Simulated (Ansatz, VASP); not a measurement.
**Zn2FeS2O: VASP beside Ansatz**

One calculation is typed for both programs; each brings its own data sets and cutoff. How far apart do they land? The cell is invented: As first built, before any earlier steps moved the atoms (in the runner's words): it takes the Zn2FeS3 structure with some of its atoms replaced by other elements, volume scaled by an estimate. It may not be a known or stable phase. The cell is taken from a series of VASP runs on this material, whose earlier steps may have relaxed, scaled or displaced it; both programs get it as it stands.

Main program and level: Ansatz 0.2.0; plane waves, with VASP 6.6.1 beside it; single point at PBE.

## (1) The structure

Symmetry: P3m1, No. 156, trigonal system. Conventional cell: a = 3.655 Å, b = 3.655 Å, c = 8.982 Å, α = 90.00°, β = 90.00°, γ = 120.00°. Nearest to Zn lie 4 S at 2.31 to 2.34 Å. Nearest to Zn lie 1 O at 1.99 Å and 3 S at 2.30 Å. Nearest to Fe lie 3 O at 2.17 Å and 1 S at 2.31 Å. Nearest to S lie 3 Zn at 2.31 Å and 1 Fe at 2.31 Å. Nearest to S lie 4 Zn at 2.30 to 2.34 Å. Nearest to O lie 1 Zn at 1.99 Å and 3 Fe at 2.17 Å. As first built, before any earlier steps moved the atoms (in the runner's words): sites of the Zn2FeS3 structure (space group 156) filled with other elements, volume scaled by an estimate. Farther neighbours and most contacts between anions are not listed.

## (2) VASP: single point, PBE

A single point gives forces, pressure and levels at one fixed geometry, so differences don't come from the geometry; what else differs is listed under the comparison.

Lines of VASP's logs that name or quote its potential files are left out, and so is its time.

INCAR

```
SYSTEM = Zn2FeS2O
PREC = Accurate
ENCUT = 480
EDIFF = 1E-06
NELM = 150
ISMEAR = 0
SIGMA = 0.05
LREAL = .FALSE.
ALGO = Normal
GGA = PE
NBANDS = 31
LORBIT = 11
LWAVE = .FALSE.
LCHARG = .FALSE.
AMIX = 0.2
BMIX = 1E-04
AMIX_MAG = 0.8
BMIX_MAG = 1E-04
```

POSCAR

```
Zn2FeS2O
1.0
    3.6547636173      0.0000000000      0.0000000000
   -1.8273818087      3.1651176207      0.0000000000
    0.0000000000      0.0000000000      8.9817243736
Zn Fe S O
2 1 2 1
Direct
    0.6666666700      0.3333333300      0.3348640531
    0.3333333300      0.6666666700      0.6968169753
    0.0000000000      0.0000000000      0.9735069719
    0.0000000000      0.0000000000      0.2308044138
    0.6666666700      0.3333333300      0.5956606288
    0.3333333300      0.6666666700      0.9183479571
```

KPOINTS

```
Automatic mesh
0
Gamma
5 5 2
0 0 0
```

PAW data sets: Zn, Fe, S and O (PBE family, release 64).

On the command line:

```bash
$ mpirun -np 1 vasp_std
```

Numbers of over 12 decimals in the logs are rounded to 6 here.

Output:

```text
[banner, memory and clock lines left out]
running    1 mpi-ranks, on    1 nodes
 distrk:  each k-point on    1 cores,    1 groups
 distr:  one band on    1 cores,    1 groups

 POSCAR found type information on POSCAR ZnFeS O
 POSCAR found :  4 types and       6 ions
 LDA part: xc-table for (Slater+PW92), standard interpolation
 POSCAR, INCAR and KPOINTS ok, starting setup
 FFT: planning ... GRIDC
 FFT: planning ... GRID_SOFT
 FFT: planning ... GRID
 WAVECAR not read
 entering main loop
       N       E                     dE             d eps       ncg     rms          rms(c)
DAV:   1     0.403599889373E+03    0.40360E+03   -0.21863E+04   620   0.180E+03
DAV:   2     0.287190048914E+02   -0.37488E+03   -0.36216E+03   627   0.411E+02
DAV:   3    -0.275128058618E+02   -0.56232E+02   -0.54061E+02   802   0.154E+02
DAV:   4    -0.299741748103E+02   -0.24614E+01   -0.24487E+01   732   0.348E+01
DAV:   5    -0.300494307821E+02   -0.75256E-01   -0.75237E-01   829   0.616E+00    0.182E+01
DAV:   6    -0.275081635118E+02    0.25413E+01   -0.19065E+01  1050   0.497E+01    0.178E+01
DAV:   7    -0.265992370769E+02    0.90893E+00   -0.20102E+01  1034   0.669E+01    0.116E+01
DAV:   8    -0.261788468857E+02    0.42039E+00   -0.17195E+00   809   0.136E+01    0.827E+00
DAV:   9    -0.261623175388E+02    0.16529E-01   -0.20369E+00  1067   0.168E+01    0.467E+00
DAV:  10    -0.261089727492E+02    0.53345E-01   -0.61366E-01   808   0.866E+00    0.237E+00
DAV:  11    -0.260698167501E+02    0.39156E-01   -0.11174E-01   891   0.625E+00    0.147E+00
DAV:  12    -0.260392106696E+02    0.30606E-01   -0.11174E-01   964   0.334E+00    0.389E-01
DAV:  13    -0.260413706668E+02   -0.21600E-02   -0.29978E-02   704   0.132E+00    0.293E-01
DAV:  14    -0.260413396189E+02    0.31048E-04   -0.18975E-03   761   0.330E-01    0.235E-01
DAV:  15    -0.260414547720E+02   -0.11515E-03   -0.53570E-04  1058   0.447E-01    0.201E-01
DAV:  16    -0.260417718393E+02   -0.31707E-03   -0.44586E-04   844   0.473E-01    0.112E-01
DAV:  17    -0.260417217603E+02    0.50079E-04   -0.55703E-04   993   0.442E-01    0.376E-02
DAV:  18    -0.260417271659E+02   -0.54055E-05   -0.97927E-05   676   0.692E-02    0.292E-02
DAV:  19    -0.260417230100E+02    0.41558E-05   -0.14584E-05   859   0.434E-02    0.212E-02
DAV:  20    -0.260417246686E+02   -0.16586E-05   -0.23761E-05   869   0.607E-02    0.147E-02
DAV:  21    -0.260417242850E+02    0.38359E-06   -0.30113E-06   585   0.290E-02
   1 F= -.26041724E+02 E0= -.26038137E+02  d E =-.717431E-02
```

OUTCAR, selected parts (step 2):

```text
ion  position               nearest neighbor table
   1  0.667  0.333  0.335-   4 2.31   4 2.31   4 2.31   5 2.34
   2  0.333  0.667  0.697-   6 1.99   5 2.30   5 2.30   5 2.30
   3  0.000  0.000  0.974-   6 2.17   6 2.17   6 2.17   4 2.31
   4  0.000  0.000  0.231-   1 2.31   1 2.31   1 2.31   3 2.31
   5  0.667  0.333  0.596-   2 2.30   2 2.30   2 2.30   1 2.34
   6  0.333  0.667  0.918-   2 1.99   3 2.17   3 2.17   3 2.17

  LATTYP: Found a hexagonal cell.
 ALAT       =     3.6547636173
 C/A-ratio  =     2.4575390679

 Subroutine GETGRP returns: Found  6 space group operations
 (whereof  6 operations were pure point group operations)

The static configuration has the point symmetry C_3v.

 Found     10 irreducible k-points:

   k-points           NKPTS =     10   k-points in BZ     NKDIM =     10   number of bands    NBANDS=     31

   dimension x,y,z NGX =    28 NGY =   28 NGZ =   64
   dimension x,y,z NGXF=    56 NGYF=   56 NGZF=  128

   ENCUT  =  480.0 eV  35.28 Ry    5.94 a.u.   6.53  6.53 16.04*2*pi/ulx,y,z

   NELECT =      50.0000    total number of electrons

 k-points in reciprocal lattice and weights: Automatic mesh
   0.00000000  0.00000000  0.00000000       0.020
   0.20000000  0.00000000  0.00000000       0.120
   0.40000000  0.00000000  0.00000000       0.120
   0.20000000  0.20000000  0.00000000       0.120
   0.40000000  0.20000000  0.00000000       0.120
   0.00000000  0.00000000  0.50000000       0.020
   0.20000000  0.00000000  0.50000000       0.120
   0.40000000  0.00000000  0.50000000       0.120
   0.20000000  0.20000000  0.50000000       0.120
   0.40000000  0.20000000  0.50000000       0.120

 average (electrostatic) potential at core
       1 -36.2280       2 -36.2304       3 -45.9671       4 -88.5485       5 -88.6856
       6 -73.1210

 E-fermi :   3.2627

 k-point     1 :       0.0000    0.0000    0.0000
  band No.  band energies     occupation
    ...
     20       1.6591      2.00000
     21       2.0088      2.00000
     22       2.0088      2.00000
     23       2.9832      2.00000
     24       2.9832      2.00000
     25       3.4524      0.00000
     26       3.8210      0.00000
     27       4.0803      0.00000
     28       4.0803      0.00000
     29       6.4058      0.00000
    ...

 k-point     2 :       0.2000    0.0000    0.0000
  band No.  band energies     occupation
    ...
     20       0.7581      2.00000
     21       1.2273      2.00000
     22       1.6126      2.00000
     23       2.7180      2.00000
     24       2.8980      2.00000
     25       3.3635      0.00439
     26       3.5531      0.00000
     27       3.8538      0.00000
     28       5.0905      0.00000
     29       7.3315      0.00000
    ...

 k-point     3 :       0.4000    0.0000    0.0000
  band No.  band energies     occupation
    ...
     21       0.5987      2.00000
     22       1.0982      2.00000
     23       2.5773      2.00000
     24       2.8487      2.00000
     25       2.9534      2.00000
     26       3.3052      0.22934
     27       3.4414      0.00000
     28       6.0072      0.00000
     29       6.5154      0.00000
     30       6.9290      0.00000
    ...

  Total       -2.3722215     -2.3722208     -2.8867422      0.0000000      0.0000000     -0.0000000
  in kB      -36.5811163    -36.5811044    -44.5153420      0.0000000      0.0000000     -0.0000000
  external PRESSURE =     -39.2258542 kB  Pullay stress =       0.0000000 kB

  energy-cutoff  :      480.00
  volume of cell :      103.90
      direct lattice vectors                 reciprocal lattice vectors
     3.654763617  0.000000000  0.000000000     0.273615507  0.157972012  0.000000000
    -1.827381809  3.165117621  0.000000000     0.000000000  0.315944025  0.000000000
     0.000000000  0.000000000  8.981724374     0.000000000  0.000000000  0.111337195

 POSITION                                       TOTAL-FORCE (eV/Angst)
 -----------------------------------------------------------------------------------
      1.82738      1.05504      3.00766         0.000000     -0.000000     -0.165643
     -0.00000      2.11008      6.25862        -0.000000      0.000000      0.072850
      0.00000      0.00000      8.74377         0.000000     -0.000000     -0.083517
      0.00000      0.00000      2.07302         0.000000      0.000000     -0.609874
      1.82738      1.05504      5.35006        -0.000000      0.000000     -0.075521
     -0.00000      2.11008      8.24835        -0.000000     -0.000000      0.861705
 -----------------------------------------------------------------------------------
    total drift:                                0.000015     -0.000022      0.000552

  FREE ENERGIE OF THE ION-ELECTRON SYSTEM (eV)
  ---------------------------------------------------
  free  energy   TOTEN  =       -26.0417242850 eV

  energy  without entropy=      -26.0345499717  energy(sigma->0) =      -26.03813713

 total charge
# of ion       s       p       d       tot
------------------------------------------
    1        0.536   0.502   9.800  10.838
    2        0.518   0.517   9.823  10.858
    3        0.269   0.259   6.229   6.757
    4        1.316   2.428   0.000   3.744
    5        1.316   2.453   0.000   3.769
    6        1.566   3.307   0.000   4.873
--------------------------------------------------
tot          5.520   9.467  25.851  40.838

[... 3 further parts left out ...]
```

This run has no spin polarisation, so a moment on Fe, if there is one, isn't seen.

## (3) Ansatz: single point, PBE

Ansatz runs on its default PAW (the set named soft_2) files.

The same cell, functional, mesh and smearing now go to Ansatz, which takes its cutoff from its data sets.

input.yaml

```yaml
crystal:
  lattice:
    - [3.6547636173, 0.0, 0.0]
    - [-1.8273818087, 3.1651176207, 0.0]
    - [0.0, 0.0, 8.9817243736]
  atoms:
    - { symbol: Zn, position: [0.66666667, 0.33333333, 0.3348640531] }
    - { symbol: Zn, position: [0.33333333, 0.66666667, 0.6968169753] }
    - { symbol: Fe, position: [0.0, 0.0, 0.9735069719] }
    - { symbol: S, position: [0.0, 0.0, 0.2308044138] }
    - { symbol: S, position: [0.66666667, 0.33333333, 0.5956606288] }
    - { symbol: O, position: [0.33333333, 0.66666667, 0.9183479571] }
hamiltonian:
  xc: pbe
  pseudopotentials: { kind: paw }
kpoints:
  mp_grid: { grid: [5, 5, 2] }
scf:
  occupations: { method: gaussian, width: 0.05 }
  n_extra_bands: 5
output:
  forces: true
  stress: true
  eigenvalues: true
```

On the command line:

```bash
$ ansatz run input.yaml --threads 4 --pin off --max-ram 9216MiB --backend cpu --events-out ev --progress --plain --runs-dir out
```

Output:

```text
scf.n_extra_bands = 5 over 29 filled bands (N_el = 58.0): the run solves 34 bands
Engine: ansatz 0.2.0, aarch64-unknown-linux-gnu
Pseudopotentials: kind: paw
Pseudopotential: Zn, paw, valence charge 12, recommended cutoff 420 eV (normal), Zn.paw.azcp
Pseudopotential: Fe, paw, valence charge 16, recommended cutoff 420 eV (normal), Fe.paw.azcp
Pseudopotential: S, paw, valence charge 6, recommended cutoff 420 eV (normal), S.paw.azcp
Pseudopotential: O, paw, valence charge 6, recommended cutoff 420 eV (normal), O.paw.azcp
Functional definition: PBE
  parameter kappa = 0.804
  parameter beta = 0.066725
  exchange = pbe_x(kappa = kappa, mu = beta*pi^2/3)
  correlation = pbe_c(beta = beta)
Crystal: 6 atoms, lattice volume = 103.898 Å³
Basis set: ecut = 420 eV, 1963 PW (Γ), exchange–correlation on 50×50×128 points (8 copies of the dense FFT grid, shifted against one another)
Bands: 34, of which v1, the nominal top of the filled ones, is band 29 counted from 1 (28 counted from 0)
Symmetry: 6 space group operations
Space group: P3m1 (ITA 156), of the structure as read, at distance tolerance 4.7e-5 Å
k-points: 10 of 50 (time reversal used)
Non-local potential: Zn, projectors of the file, l = 0: 2, l = 1: 2, l = 2: 3, l = 3: 1
Non-local potential: Fe, projectors of the file, l = 0: 3, l = 1: 2, l = 2: 3, l = 3: 1
Non-local potential: S, projectors of the file, l = 0: 2, l = 1: 2, l = 2: 2
Non-local potential: O, projectors of the file, l = 0: 2, l = 1: 2, l = 2: 1
PAW form: soft (Blöchl's): semilocal exchange-correlation on the pseudo side does not see the compensation charge
PAW one-centre angular grid: Zn, 590 points (default); XC on 64 Gauss nodes
PAW one-centre angular grid: Fe, 590 points (default); XC on 64 Gauss nodes
PAW one-centre angular grid: S, 110 points (default); XC on 64 Gauss nodes
PAW one-centre angular grid: O, 110 points (default); XC on 64 Gauss nodes
Initial density: superposition of atomic densities (neutral atoms: chi_scale 0, normalization atom), corrected by the library's trained network
Initial wavefunctions: pseudopotential atomic-orbital guess
Functional: x = pbe(κ = 0.804, μ = 0.219515), c = pbe(β = 0.066725)
SCF iter   1: F=—  HF=-13490.034122 eV  |F-HF|=—  |Δ(HF+E_count)|=         —  Δρ=1.23e-2  dr2=9.44e-2  ethr=1.77e-3  ⟨swp⟩=6.8  Hψ=1374  notcnv=0
preconditioner: auto → LDOS  [metal: Δε(μ)=0.029 eV  Ē_g=8.370 eV  σ=0.050 eV  W_gap=0.31  n_scr=36 (ndim 8)  ℏωp=25.8 eV  f_vac=0.027  D(μ)=3.29/eV (n_scr^D=24)  β→1.0]
SCF iter   2: F=—  HF=-13490.113492 eV  |F-HF|=—  |Δ(HF+E_count)|=   7.94e-2  Δρ=3.72e-2  dr2=5.38e-1  ethr=1.63e-4  ⟨swp⟩=2.5  Hψ=763  notcnv=0  defer=4
SCF iter   3: F=—  HF=-13490.025750 eV  |F-HF|=—  |Δ(HF+E_count)|=   8.77e-2  Δρ=9.69e-3  dr2=3.46e-2  ethr=1.63e-4  ⟨swp⟩=2.3  Hψ=675  notcnv=0  defer=4
SCF iter   4: F=—  HF=-13490.019623 eV  |F-HF|=—  |Δ(HF+E_count)|=   6.13e-3  Δρ=9.77e-4  dr2=1.39e-3  ethr=5.96e-5  ⟨swp⟩=1.8  Hψ=396  notcnv=0  defer=4
SCF iter   5: F=—  HF=-13490.019593 eV  |F-HF|=—  |Δ(HF+E_count)|=   3.03e-5  Δρ=8.56e-4  dr2=5.58e-4  ethr=2.40e-6  ⟨swp⟩=2.0  Hψ=553  notcnv=0  defer=4
SCF iter   6: F=—  HF=-13490.019397 eV  |F-HF|=—  |Δ(HF+E_count)|=   1.96e-4  Δρ=1.33e-4  dr2=2.28e-5  ethr=9.61e-7  ⟨swp⟩=2.0  Hψ=551  notcnv=0  defer=4
SCF iter   7: F=—  HF=-13490.019398 eV  |F-HF|=—  |Δ(HF+E_count)|=   1.14e-6  Δρ=5.37e-5  dr2=2.27e-6  ethr=3.94e-8  ⟨swp⟩=2.0  Hψ=570  notcnv=0  defer=4
SCF iter   8: F=—  HF=-13490.019399 eV  |F-HF|=—  |Δ(HF+E_count)|=   6.13e-7  Δρ=2.70e-5  dr2=5.38e-7  ethr=3.91e-9  ⟨swp⟩=2.0  Hψ=555  notcnv=0  defer=4
SCF iter   9: F=-13490.019399 eV  HF=-13490.019399 eV  |F-HF|=9.66e-9  |Δ(HF+E_count)|=   7.38e-8  Δρ=9.52e-6  dr2=6.80e-8  ethr=1.72e-10  ⟨swp⟩=4.8  Hψ=1520  notcnv=0
SCF 1 converged in 9 iterations: F = -13490.019399 eV  dr2 = 6.80e-8
  greatest PAW one-centre occupation: 1.001 electrons in one spin orbital (limit 2), on the Fe atom at site 2 (counted from 0), in its partial waves of l = 1
SCF converged after 9 iterations
Free energy (F): -13490.019399 eV
Harris-Foulkes:  -13490.019399 eV  (|F-HF|=9.66e-9)
Internal energy: -13490.012020 eV  (E = F + TS)
E sigma→0 (E₀):  -13490.015709 eV
Entropy (-TS):   -0.007379 eV (-1.230 meV/atom)
Fermi energy:    7.716165 eV
--- Per-component energies (eV) ---
  E_band       = -353.320906
  E_kinetic    = 992.773613
  E_local      = -7758.593281  (includes V_loc(G=0)·N_el)
  E_nonlocal   = 1559.405952
  E_hartree    = 3256.481424
  E_xc         = -655.850835
  E_vxc        = -518.796402  (∫ρ·V_xc dr)
  E_paw        = -6382.396335  (= ΣΔE_a)
  E_vpaw       = -1141.067485  (= ΣTr[D̂ρ^β])
  E_aug_tail   = 0.002530  (compensation charges beyond the density's cutoff)
  E_ewald      = -4501.835086
  E_smearing   = -0.007379  (= −TS)
  E_closure    = -0.000000  (closes the sum)
  Σ components = -13490.019399   (vs F -13490.019399, Δ=0.00e0)
--- Forces (eV/Å), atoms counted from 1 ---
  atom   1  Zn     0.00000000    -0.00000000    -0.17370744
  atom   2  Zn    -0.00000000    -0.00000000     0.11343063
  atom   3  Fe     0.00000000    -0.00000000    -0.05284015
  atom   4  S      0.00000000     0.00000000    -0.62872754
  atom   5  S      0.00000000     0.00000000    -0.06276658
  atom   6  O      0.00000000    -0.00000000     0.80472738
  max |Σ_I F_I| component: 1.16e-4 eV/Å
--- Stress (GPa, compression-positive) ---
       -3.725014       0.000000      -0.000000
       -0.000000      -3.725014       0.000000
       -0.000000       0.000000      -4.776119
  P = ⅓ Tr σ = -4.0754 GPa (-40.754 kbar)
--- Band table (eV; the first three rows and the last of 10) ---
  k-point 0: bands = [... 25 lower, 6.4207, 7.3875, 7.3875, 7.9124, 8.2101, 8.5368, 8.5368, 10.8100, ... 1 higher]
  k-point 1: bands = [... 25 lower, 6.4185, 7.3970, 7.3970, 7.6894, 8.5254, 8.5254, 9.4312, 10.1415, ... 1 higher]
  k-point 2: bands = [... 25 lower, 6.0237, 7.1251, 7.3032, 7.8188, 8.0061, 8.3081, 9.4852, 11.7301, ... 1 higher]
  k-point 9: bands = [... 25 lower, 4.7050, 6.9546, 7.1671, 7.3018, 7.6165, 7.7420, 11.1670, 11.2510, ... 1 higher]
```

Run time: 1.6 s. Hardware: 4 threads of Arm Neoverse V2, shared host; peak memory 0.39 GiB.

Reading the cycles: dr2 is the Hartree energy of the density residual (eV), the measure of convergence; HF is the Harris–Foulkes estimate of the energy, which meets the free energy F at convergence.

The run ends at a pressure of -4.08 GPa, with forces up to 0.80 eV/Å.

## (4) Side by side

Known differences besides the potentials themselves: the data sets hold 58 valence electrons in Ansatz (default PAW (the set named soft_2) files) and 50 in VASP; the cutoff is 420 eV in Ansatz and 480 eV in VASP; VASP leaves aspherical gradient terms in its spheres out (LASPH is not set), Ansatz keeps them. Total energies have different zeros and are not compared.

The two programs side by side:

| quantity | Ansatz | VASP | difference |
| --- | --- | --- | --- |
| pressure (GPa) | -4.08 | -3.92 | -0.15 |
| pressure without Ansatz's Pulay correction (GPa) | -4.26 | -3.92 | -0.34 |

Forces (eV/Å; atoms numbered as in POSCAR):

| atom | Ansatz x, y, z | VASP x, y, z |
| --- | --- | --- |
| Zn1 | 0.000, 0.000, -0.174 | 0.000, 0.000, -0.166 |
| Zn2 | 0.000, 0.000, 0.113 | 0.000, 0.000, 0.073 |
| Fe3 | 0.000, 0.000, -0.053 | 0.000, 0.000, -0.084 |
| S4 | 0.000, 0.000, -0.629 | 0.000, 0.000, -0.610 |
| S5 | 0.000, 0.000, -0.063 | 0.000, 0.000, -0.076 |
| O6 | 0.000, 0.000, 0.805 | 0.000, 0.000, 0.862 |

The forces differ by 19 meV/Å r.m.s., which is 7.4 % of the r.m.s. force of 0.25 eV/Å (both taken over all components). Ansatz's pressure holds a Pulay correction of 0.19 GPa; VASP's holds none.

## (5) Further runs

Further runs change the set-up of one program: Ansatz's method, potentials or start, or VASP's data sets, cutoff or form of LDA. The table gives Ansatz less VASP for each quantity, since a change that brings one quantity closer may part another.

```csv
run,r.m.s. force difference (meV/Å),pressure (GPa)
as above,19,-0.15
Ansatz's larger PAW set (cutoff 950 eV),19,-0.14
norm-conserving potentials (cutoff 1240 eV),15,-0.19
```

## (6) What came out

| Item | Value |
| --- | --- |
| r.m.s. force difference (single point, PBE) | 7.4 % of the r.m.s. force |

In words: The r.m.s. force difference is 7.4 % of the r.m.s. force (single point, PBE), beyond the 3 % picked in this series as the mark of a large difference. Single point, PBE, norm-conserving potentials (cutoff 1240 eV): the difference in pressure goes from -0.15 to -0.19 GPa. Such differences can come from data sets, numerical settings and the points named under the comparisons, not from the functional's error against experiment.

[Lines on the potential files, build, host, timing and source positions are cut from VASP's logs without a mark.]

[Logs are printed without paths, hosts, clocks, repeated set-up lines and the standing remarks that a program may print on its own settings, such as how far it seeks lower states.]

[Hosts, paths, dates, database ids (printed as entryN), source tags and the programs' standing remarks are cut or masked in the printed files.]
